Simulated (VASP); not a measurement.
Input:

```
La2GeI2
1.0
    4.45100     0.00000     0.00000
   -2.22550     3.85468     0.00000
    0.00000     0.00000    10.86800
Ge I La
1 2 2
Direct
  0.00000   0.00000   0.50000
  0.33333   0.66667   0.84441
  0.66667   0.33333   0.15559
  0.33333   0.66667   0.34534
  0.66667   0.33333   0.65466
```

The numbers are results of PBEsol GGA, VASP's PBE PAW potentials (set 64) (plane waves; VASP), not measurements. Numerical set-up: 300 eV cut-off, 6×6×3 Γ-centred mesh, Fermi-Dirac smearing of 0.10 eV, potentials Ge_d I La.

At this cut-off the stress carries a Pulay error, which pulls relaxed volumes low. Unless said otherwise, spin-orbit coupling is left out, though it shifts the bands of the heavy elements here.

Task: Estimate the energy per atom (σ→0), pressure, band gap (on the k-mesh) with the smallest direct gap where there is one.

Result: 
| Quantity | Result |
|---|---|
| band gap (on the k-mesh) | 0.26 eV |
| smallest direct gap (on the k-mesh) | 0.29 eV |
| energy per atom (σ→0) | -5.088 eV/atom |
| pressure | -1.15 GPa |

The structure comes from a measured La2GeI2 entry of the Crystallography Open Database, whose conditions weren't checked. The cell was not relaxed at this level.
